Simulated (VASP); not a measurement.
Input for VASP

KPOINTS:
```
Automatic mesh
0
Gamma
4 4 1
0 0 0
```

**INCAR**
```
ISMEAR  =  0   ! Gaussian
LREAL  =  .FALSE.   ! projection in real space or not
PREC  =  Accurate
ALGO  =  Normal   ! blocked Davidson
ISIF  =  2
LASPH  =  .TRUE.
NELM  =  100   ! most electronic steps
SYSTEM  =  PbI2
LCHARG  =  .FALSE.
LMAXMIX  =  4
LWAVE  =  .FALSE.
GGA  =  PS   ! PBEsol
EDIFF  =  1E-6   ! SCF stop (eV)
SIGMA  =  0.01   ! width (eV)
ENCUT  =  300   ! plane-wave cut-off (eV)
```

**POSCAR**
```
PbI2
14.551230
  0.3173504920   0.0000000000   0.0000000000
 -0.1586752460   0.2748336051   0.0000000000
  0.0000000000   0.0000000000   1.0000000000
Pb I
2 4
Direct
  0.6666670000   0.3333330000   0.5001000000
  0.3333330000   0.6666670000   0.0001000000
  0.6666670000   0.3333330000   0.8713500000
  0.3333330000   0.6666670000   0.3713500000
  0.0000000000   0.0000000000   0.1285500000
  0.0000000000   0.0000000000   0.6285500000
```

POTCAR, in this order: Pb_d I (PBE.64 set). Program: vasp_std.

### Question
Translate this PBEsol calculation to Ansatz.

### Answer
One equivalent input (not run):
Ansatz 0.2 input:
```yaml
crystal:
  lattice:
    - [4.6178400, 0.0000000, 0.0000000]
    - [-2.3089200, 3.9991670, 0.0000000]
    - [0.0000000, 0.0000000, 14.5512300]
  atoms:
    - { symbol: Pb, position: [0.6666670, 0.3333330, 0.5001000] }
    - { symbol: Pb, position: [0.3333330, 0.6666670, 0.0001000] }
    - { symbol: I, position: [0.6666670, 0.3333330, 0.8713500] }
    - { symbol: I, position: [0.3333330, 0.6666670, 0.3713500] }
    - { symbol: I, position: [0.0000000, 0.0000000, 0.1285500] }
    - { symbol: I, position: [0.0000000, 0.0000000, 0.6285500] }
kpoints:
  mp_grid: { grid: [4, 4, 1] }
hamiltonian:
  xc: pbesol
  pseudopotentials: { kind: paw }
scf:
  occupations: { method: gaussian, width: 0.01 }
  max_iter: 100
output: { forces: true, stress: true, eigenvalues: true }
```
What does not carry over: each code has its own PAW files, so the cut-off isn't converted (ENCUT is set for VASP's; basis.ecutwfc is left out, and Ansatz then takes the one that its files recommend); Ansatz stops its SCF on the density residual and VASP on the energy change (EDIFF).

The structure comes from a computed database's PbI2 entry (P6_3mc); how it stands against other phases isn't given here. The cell was not relaxed at this level. The k-mesh is coarse (spacing up to 0.43 per Å, 2π included), so the numbers may not be converged in it.
